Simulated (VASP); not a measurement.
Output of a VASP run:

**OSZICAR**
```
       N       E                     dE             d eps       ncg     rms          rms(c)
DAV:   1     0.710297036895E+02    0.71030E+02   -0.69441E+03  1344   0.134E+03
DAV:   2    -0.152507037526E+02   -0.86280E+02   -0.80488E+02  1364   0.254E+02
DAV:   3    -0.193742075729E+02   -0.41235E+01   -0.39890E+01  1744   0.638E+01
DAV:   4    -0.194785231099E+02   -0.10432E+00   -0.10395E+00  1612   0.977E+00
DAV:   5    -0.194819197845E+02   -0.33967E-02   -0.34016E-02  1808   0.183E+00    0.145E+01
DAV:   6    -0.232876109295E+02   -0.38057E+01   -0.40961E+01  1716   0.137E+02    0.184E+01
DAV:   7    -0.181087523626E+02    0.51789E+01   -0.17369E+01  1772   0.108E+02    0.384E+00
DAV:   8    -0.181444676869E+02   -0.35715E-01   -0.11100E+00  1636   0.910E+00    0.197E+00
DAV:   9    -0.181110902888E+02    0.33377E-01   -0.11286E-01  1716   0.719E+00    0.469E-01
DAV:  10    -0.181116419898E+02   -0.55170E-03   -0.66099E-03  1648   0.989E-01    0.826E-02
DAV:  11    -0.181116674388E+02   -0.25449E-04   -0.43008E-04  2016   0.401E-01    0.388E-02
DAV:  12    -0.181117198992E+02   -0.52460E-04   -0.12867E-04  1428   0.953E-02    0.303E-02
DAV:  13    -0.181117192742E+02    0.62494E-06   -0.33978E-06  1740   0.159E-02    0.573E-03
DAV:  14    -0.181117184249E+02    0.84936E-06   -0.14569E-06  1468   0.139E-02    0.354E-03
DAV:  15    -0.181117196817E+02   -0.12568E-05   -0.15503E-07  1192   0.841E-03    0.110E-03
DAV:  16    -0.181117201267E+02   -0.44497E-06   -0.10085E-07   788   0.263E-03    0.377E-04
DAV:  17    -0.181117200928E+02    0.33825E-07   -0.12186E-08   740   0.180E-03
   1 F= -.18111720E+02 E0= -.18111720E+02  d E =0.000000E+00
```

### OUTCAR
```
------------------------ aborting loop because EDIFF is reached ----------------------------------------
  FORCE on cell =-STRESS in cart. coord.  units (eV):
  Direction    XX          YY          ZZ          XY          YZ          ZX
  --------------------------------------------------------------------------------------
  Total        0.0105667      0.0105667      0.0105667     -0.0000000     -0.0000000      0.0000000
  in kB        0.4339390      0.4339390      0.4339390     -0.0000000     -0.0000000      0.0000000
  external PRESSURE =       0.4339390 kB  Pullay stress =       0.0000000 kB
  volume of cell :       39.01
      direct lattice vectors                 reciprocal lattice vectors
     0.000000000  2.691929428  2.691929428    -0.185740382  0.185740382  0.185740382
     2.691929428  0.000000000  2.691929428     0.185740382 -0.185740382  0.185740382
     2.691929428  2.691929428  0.000000000     0.185740382  0.185740382 -0.185740382
 POSITION                                       TOTAL-FORCE (eV/Angst)
 -----------------------------------------------------------------------------------
      0.00000      0.00000      0.00000        -0.000000      0.000000      0.000000
      1.34596      1.34596      1.34596         0.000000      0.000000      0.000000
      4.03789      4.03789      4.03789        -0.000000     -0.000000     -0.000000
 -----------------------------------------------------------------------------------
    total drift:                               -0.000000     -0.000000      0.000000
  FREE ENERGIE OF THE ION-ELECTRON SYSTEM (eV)
  ---------------------------------------------------
  free  energy   TOTEN  =       -18.1117200928 eV

  energy  without entropy=      -18.1117200928  energy(sigma->0) =      -18.11172009

 total charge

# of ion       s       p       d       tot
------------------------------------------
    1        0.534   0.705   7.572   8.811
    2        0.717   0.864   0.000   1.581
    3        0.717   0.864   0.000   1.581
--------------------------------------------------
tot          1.968   2.433   7.572  11.973

 Electric field gradients after diagonalization (V/A^2)
 (convention: |V_zz| > |V_xx| > |V_yy|)
----------------------------------------------------------------------
 ion       V_xx      V_yy      V_zz     asymmetry (V_yy - V_xx)/ V_zz
----------------------------------------------------------------------
   1       0.001     0.001    -0.002       0.000
   2       0.000     0.000    -0.000       0.000
   3       0.000     0.000    -0.000       0.000
```
(Selected blocks of OUTCAR.)

POSCAR:
```
CoSi2
1
    0.0000000000     2.6919294283     2.6919294283
    2.6919294283     0.0000000000     2.6919294283
    2.6919294283     2.6919294283     0.0000000000
Co Si
1 2
Direct
  0.0000000000   0.0000000000   0.0000000000
  0.2500000000   0.2500000000   0.2500000000
  0.7500000000   0.7500000000   0.7500000000
```

**Question.** Write an INCAR and KPOINTS that could have produced this output.

**Answer.** One answer among several that fit: the input of the run itself, RPBE GGA, plane waves, VASP's PBE PAW potentials (set 64).

INCAR:
```
SYSTEM  =  CoSi2
PREC  =  Accurate; ENCUT  =  520; LREAL  =  F
LASPH  =  T
EDIFF  =  1E-7; NELM  =  100; ALGO  =  Normal
LMAXMIX  =  4
ISMEAR  =  -5
GGA  =  RP
ISIF  =  2
LWAVE  =  F; LCHARG  =  T; LORBIT  =  11
NEDOS  =  601
LEFG  =  T
```

KPOINTS:
```
Automatic mesh
0
gamma
  11 11 11
0 0 0
```

POTCAR, in this order: Co Si (PBE.64 set). Program: vasp_std.

For a metal the tetrahedron method with Blöchl corrections gives inexact stress and forces.

The compound is CoSi2 in the fluorite structure. It was relaxed first. The run is not spin-polarised, so no magnetic state was tried. The electron count is odd and the run is not spin-polarised, which forces a metal.
